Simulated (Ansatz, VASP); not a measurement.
# Cross-check of CdSe (Cadmoselite) between VASP and Ansatz, part 2 of 2

One calculation is typed for both programs; each brings its own data sets. How far apart do they land? The two relaxations start from unlike cells of this crystal (the structure described is Ansatz's start), so only their ends are compared.

VASP 6.6.1 and Ansatz 0.2.0.

So far: Starting point; Ansatz: relaxation of cell and atoms, r2SCAN.

## 3. VASP: relaxation of cell and atoms, r2SCAN

Level of this step: r2SCAN; plane waves and PAW (Cd, Se) (VASP).

Its own start cell and the same functional, mesh and smearing now go to VASP, with its own data sets.

Lines of VASP's logs that name or quote its potential files are left out, and so is its time.

Input file INCAR:

```
SYSTEM = CdSe
PREC = Accurate
ENCUT = 550
EDIFF = 1E-07
NELM = 120
ISMEAR = 0
SIGMA = 0.02
LREAL = .FALSE.
ALGO = Normal
METAGGA = R2SCAN
LASPH = .TRUE.
NBANDS = 24
LORBIT = 11
LWAVE = .FALSE.
LCHARG = .FALSE.
ISIF = 3
IBRION = 2
NSW = 80
EDIFFG = -0.005
GGA_COMPAT = .FALSE.
NELMIN = 4
EFERMI = MIDGAP
LMIXTAU = .TRUE.
KPAR = 2
```

Input file POSCAR:

```
CdSe
1.0
    4.3448913770      0.0000000000      0.0000000000
   -2.1724456885      3.7627858508      0.0000000000
    0.0000000000      0.0000000000      7.0908834430
Cd Se
2 2
Direct
    0.3333333772      0.6666667545      0.0046184308
    0.6666666228      0.3333332455      0.5046183610
    0.3333333772      0.6666667545      0.3803815922
    0.6666666228      0.3333332455      0.8803816621
```

Input file KPOINTS:

```
Automatic mesh
0
Gamma
9 9 6
0 0 0
```

Potentials, in the order of the species: Cd and Se (PBE family, release 64).

The run is started by

```
$ mpirun -np 2 vasp_std
```

Numbers of over 12 decimals in the logs are rounded to 6 here.

Log:

```text
[banner, memory and clock lines left out]
running    2 mpi-ranks, on    1 nodes
 distrk:  each k-point on    1 cores,    2 groups
 distr:  one band on    1 cores,    1 groups

 POSCAR found type information on POSCAR CdSe
 POSCAR found :  2 types and       4 ions
|                                                                             |
|               ----> ADVICE to this user running VASP <----                  |
|                                                                             |
|     You enforced a specific xc type in the INCAR file but a different       |
|     [... a line on the potential file left out ...]
|     I HOPE YOU KNOW WHAT YOU ARE DOING!                                     |
|                                                                             |

 LDA part: xc-table for (None), standard interpolation
 POSCAR, INCAR and KPOINTS ok, starting setup
 FFT: planning ... GRIDC
 FFT: planning ... GRID_SOFT
 FFT: planning ... GRID
 WAVECAR not read
 entering main loop
       N       E                     dE             d eps       ncg     rms          rms(c)
DAV:   1     0.182437112089E+03    0.18244E+03   -0.18011E+04  2304   0.144E+03
DAV:   2    -0.684919665515E+02   -0.25093E+03   -0.24386E+03  2632   0.338E+02
DAV:   3    -0.815037210027E+02   -0.13012E+02   -0.12950E+02  2800   0.778E+01
DAV:   4    -0.816003484578E+02   -0.96627E-01   -0.96600E-01  2584   0.663E+00
DAV:   5    -0.816010843015E+02   -0.73584E-03   -0.73581E-03  2912   0.524E-01    0.785E+00
DAV:   6    -0.753484357755E+02    0.62526E+01   -0.64046E+00  2680   0.314E+01    0.956E+00
DAV:   7    -0.734980413522E+02    0.18504E+01   -0.57568E-01  2336   0.749E+00    0.712E+00
DAV:   8    -0.736669468393E+02   -0.16891E+00   -0.54511E-01  2328   0.699E+00    0.649E-01
DAV:   9    -0.711144067329E+02    0.25525E+01   -0.11451E+00  2416   0.722E+00    0.829E-01
DAV:  10    -0.712216197903E+02   -0.10721E+00   -0.55602E-02  2352   0.189E+00    0.844E-01
DAV:  11    -0.711949770773E+02    0.26643E-01   -0.92927E-03  2752   0.847E-01    0.103E+00
DAV:  12    -0.714004116092E+02   -0.20543E+00   -0.83601E-02  2448   0.161E+00    0.323E-01
DAV:  13    -0.718002736955E+02   -0.39986E+00   -0.23134E-01  2536   0.301E+00    0.422E-01
DAV:  14    -0.718190606035E+02   -0.18787E-01   -0.52347E-02  2736   0.178E+00    0.369E-01
[...]
DAV:  20    -0.718332668844E+02    0.23624E-03   -0.43561E-04  2800   0.157E-01    0.113E-01
DAV:  21    -0.718335105277E+02   -0.24364E-03   -0.14834E-04  2304   0.908E-02    0.110E-01
DAV:  22    -0.718335588535E+02   -0.48326E-04   -0.26207E-05  2504   0.501E-02    0.815E-02
DAV:  23    -0.718335708402E+02   -0.11987E-04   -0.89878E-06  2336   0.328E-02    0.586E-02
DAV:  24    -0.718335717142E+02   -0.87406E-06   -0.20154E-06  2432   0.147E-02    0.534E-02
DAV:  25    -0.718335718674E+02   -0.15314E-06   -0.18976E-06  2480   0.135E-02    0.454E-02
DAV:  26    -0.718335737583E+02   -0.18910E-05   -0.17343E-06  2376   0.901E-03    0.383E-02
DAV:  27    -0.718335737291E+02    0.29222E-07   -0.42749E-07  2072   0.650E-03
   1 F= -.71833574E+02 E0= -.71833574E+02  d E =-.718336E+02
 curvature:   0.00 expect dE= 0.000E+00 dE for cont linesearch  0.000E+00
 trial: gam= 0.00000 g(F)=  0.634E-07 g(S)=  0.988E-04 ort = 0.000E+00 (trialstep = 0.100E+01)
 search vector abs. value=  0.989E-04
 bond charge predicted
       N       E                     dE             d eps       ncg     rms          rms(c)
DAV:   1    -0.718346322565E+02   -0.10585E-02   -0.25136E-02  2440   0.162E+00    0.279E-01
DAV:   2    -0.718335849112E+02    0.10473E-02   -0.27723E-03  2432   0.634E-01    0.796E-02
DAV:   3    -0.718335455715E+02    0.39340E-04   -0.25317E-04  2384   0.147E-01    0.715E-02
DAV:   4    -0.718334266488E+02    0.11892E-03   -0.13777E-04  2304   0.920E-02    0.169E-02
DAV:   5    -0.718334918916E+02   -0.65243E-04   -0.11190E-04  2320   0.926E-02    0.593E-03
DAV:   6    -0.718335081104E+02   -0.16219E-04   -0.51136E-05  2320   0.632E-02    0.477E-03
DAV:   7    -0.718335240945E+02   -0.15984E-04   -0.45326E-06  2376   0.195E-02    0.150E-03
DAV:   8    -0.718335246527E+02   -0.55823E-06   -0.12620E-07  2080   0.292E-03    0.972E-04
DAV:   9    -0.718335260326E+02   -0.13799E-05   -0.77868E-07  2280   0.838E-03    0.264E-04
DAV:  10    -0.718335260392E+02   -0.66411E-08   -0.23702E-08  1488   0.153E-03
   2 F= -.71833526E+02 E0= -.71833526E+02  d E =0.476899E-04
 trial-energy change:    0.000048  1 .order    0.000006   -0.000099    0.000110
 step:   0.2483(harm=  0.4724)  dis= 0.00001  next Energy=   -71.833585 (dE=-0.116E-04)
 bond charge predicted
       N       E                     dE             d eps       ncg     rms          rms(c)
DAV:   1    -0.718341791088E+02   -0.65308E-03   -0.14285E-02  2432   0.121E+00    0.194E-01
DAV:   2    -0.718335931435E+02    0.58597E-03   -0.15236E-03  2448   0.472E-01    0.641E-02
DAV:   3    -0.718335753585E+02    0.17785E-04   -0.13367E-04  2368   0.106E-01    0.578E-02
DAV:   4    -0.718335151466E+02    0.60212E-04   -0.79530E-05  2304   0.691E-02    0.125E-02
DAV:   5    -0.718335546077E+02   -0.39461E-04   -0.67282E-05  2304   0.706E-02    0.440E-03
DAV:   6    -0.718335663923E+02   -0.11785E-04   -0.29275E-05  2304   0.471E-02    0.360E-03
DAV:   7    -0.718335746152E+02   -0.82229E-05   -0.25021E-06  2400   0.142E-02    0.111E-03
DAV:   8    -0.718335748339E+02   -0.21866E-06   -0.82391E-08  1960   0.236E-03    0.717E-04
DAV:   9    -0.718335751822E+02   -0.34828E-06   -0.40954E-07  1936   0.600E-03    0.203E-04
DAV:  10    -0.718335752463E+02   -0.64157E-07   -0.14838E-08  1200   0.120E-03
   3 F= -.71833575E+02 E0= -.71833575E+02  d E =-.151720E-05
 curvature:  -0.19 expect dE=-0.771E-06 dE for cont linesearch -0.244E-06
 trial: gam= 0.00000 g(F)=  0.331E-08 g(S)=  0.398E-05 ort =-0.112E-04 (trialstep = 0.850E+00)
 search vector abs. value=  0.398E-05
 reached required accuracy - stopping structural energy minimisation
```

Parts of OUTCAR (step 3):

```text
ion  position               nearest neighbor table
   1  0.333  0.667  0.005-   4 2.66   4 2.66   4 2.66   3 2.66
   2  0.667  0.333  0.505-   3 2.66   3 2.66   3 2.66   4 2.66
   3  0.333  0.667  0.380-   2 2.66   2 2.66   2 2.66   1 2.66
   4  0.667  0.333  0.880-   1 2.66   1 2.66   1 2.66   2 2.66

  LATTYP: Found a hexagonal cell.
 ALAT       =     4.3448913770
 C/A-ratio  =     1.6320047678

 Subroutine GETGRP returns: Found 12 space group operations
 (whereof  6 operations were pure point group operations)

The static configuration has the point symmetry C_3v.
 The point group associated with its full space group is C_6v.

 Found     48 irreducible k-points:

   k-points           NKPTS =     48   k-points in BZ     NKDIM =     48   number of bands    NBANDS=     24

   dimension x,y,z NGX =    36 NGY =   36 NGZ =   54
   dimension x,y,z NGXF=    72 NGYF=   72 NGZF=  108

   ENCUT  =  550.0 eV  40.42 Ry    6.36 a.u.   8.31  8.31 13.56*2*pi/ulx,y,z

   NELECT =      36.0000    total number of electrons

 k-points in reciprocal lattice and weights: Automatic mesh
   0.00000000  0.00000000  0.00000000       0.002
   0.11111111 -0.00000000  0.00000000       0.012
   0.22222222 -0.00000000  0.00000000       0.012
   0.33333333  0.00000000  0.00000000       0.012
   0.44444444 -0.00000000  0.00000000       0.012
   0.11111111  0.11111111  0.00000000       0.012
   0.22222222  0.11111111  0.00000000       0.025
   0.33333333  0.11111111  0.00000000       0.025
   0.44444444  0.11111111  0.00000000       0.012
[...]
0.33333333  0.22222222  0.50000000       0.025
   0.33333333  0.33333333  0.50000000       0.004

 average (electrostatic) potential at core
       1 -45.7265       2 -45.7265       3 -61.0392       4 -61.0392

 E-fermi :   0.9507

 k-point     1 :       0.0000    0.0000    0.0000
  band No.  band energies     occupation
    ...
     14      -0.3204      2.00000
     15      -0.3204      2.00000
     16       0.3646      2.00000
     17       0.4097      2.00000
     18       0.4097      2.00000
     19       1.4916      0.00000
     20       3.0460      0.00000
     21       6.7891      0.00000
     22       6.7891      0.00000
     23       7.0841      0.00000
    ...

 k-point     2 :       0.1111   -0.0000    0.0000
  band No.  band energies     occupation
    ...
     14      -0.8369      2.00000
     15      -0.4697      2.00000
     16      -0.3626      2.00000
     17       0.2785      2.00000
     18       0.3244      2.00000
     19       2.2395      0.00000
     20       3.5603      0.00000
     21       6.3586      0.00000
     22       6.9775      0.00000
     23       7.2384      0.00000
    ...

 k-point     3 :       0.2222   -0.0000    0.0000
  band No.  band energies     occupation
    ...
     14      -1.7829      2.00000
     15      -1.3914      2.00000
     16      -0.8078      2.00000
     17       0.0139      2.00000
     18       0.1053      2.00000
     19       3.1707      0.00000
     20       4.2371      0.00000
     21       5.9633      0.00000
     22       6.8686      0.00000
     23       7.3115      0.00000
    ...

  Total       -0.0020505     -0.0020505     -0.0179292      0.0000000     -0.0000000      0.0000000
  in kB       -0.0283251     -0.0283251     -0.2476747      0.0000000     -0.0000000      0.0000000
  external PRESSURE =      -0.1014417 kB  Pullay stress =       0.0000000 kB

  energy-cutoff  :      550.00
  volume of cell :      115.98
      direct lattice vectors                 reciprocal lattice vectors
     4.345645147  0.000000000  0.000000000     0.230115430  0.132857221  0.000000000
    -2.172822574  3.763438635  0.000000000    -0.000000000  0.265714443  0.000000000
     0.000000000 -0.000000000  7.091700429    -0.000000000 -0.000000000  0.141009904

 POSITION                                       TOTAL-FORCE (eV/Angst)
 -----------------------------------------------------------------------------------
     -0.00000      2.50896      0.03276        -0.000000      0.000000      0.000131
      2.17282      1.25448      3.57861         0.000000      0.000000      0.000131
     -0.00000      2.50896      2.69755        -0.000000      0.000000     -0.000131
      2.17282      1.25448      6.24340         0.000000     -0.000000     -0.000131
 -----------------------------------------------------------------------------------
    total drift:                               -0.000000      0.000000      0.002577

  FREE ENERGIE OF THE ION-ELECTRON SYSTEM (eV)
  ---------------------------------------------------
  free  energy   TOTEN  =       -71.8335752463 eV

  energy  without entropy=      -71.8335752463  energy(sigma->0) =      -71.83357525

 reached required accuracy - stopping structural energy minimisation

 total charge
# of ion       s       p       d       tot
------------------------------------------
    1        0.415   0.290   9.573  10.278
    2        0.415   0.290   9.573  10.278
    3        1.439   2.440   0.020   3.898
    4        1.439   2.440   0.020   3.898
--------------------------------------------------
tot          3.708   5.459  19.185  28.353

[... 3 further parts left out ...]
```

## 4. Side by side

Known differences besides the potentials themselves: VASP keeps PBE cores, Ansatz makes them for the functional; the data sets hold 72 valence electrons in Ansatz (on its PAW soft_1 files) and 36 in VASP; the cutoff is 500 eV in Ansatz and 550 eV in VASP; Ansatz adds a Pulay correction to the stress that steers its cell, VASP none. Total energies have different zeros and are not compared.

Both answers:

| quantity | Ansatz | VASP | difference |
| --- | --- | --- | --- |
| volume (Å³) | 115.47 | 115.98 | -0.44 % |
| edge a after relaxation, in the typed setting (Å) | 4.340 | 4.346 | -0.13 % |
| edge c after relaxation, in the typed setting (Å) | 7.079 | 7.092 | -0.18 % |

## 5. Results

```yaml
difference_in_volume_relaxation_of_cell_and_atoms_r2scan: -0.44 %
```

What this shows: The difference in volume is -0.44 % (relaxation of cell and atoms, r2SCAN), within the 1.2 % picked in this series as the mark of a large difference, as far as the stopping tolerances let one tell. The data sets hold unlike numbers of valence electrons (72 in Ansatz and 36 in VASP), so part of the differences comes from the potentials. How closely two codes agree says nothing of how well the functional describes the real material.

[Lines on the potential files, build, host, timing and source positions are cut from VASP's logs without a mark.]

[Logs are printed without paths, hosts, clocks, repeated set-up lines and the standing remarks that a program may print on its own settings, such as how far it seeks lower states.]

[Hosts, paths, dates, database ids (printed as entryN), source tags and the programs' standing remarks are cut or masked in the printed files.]
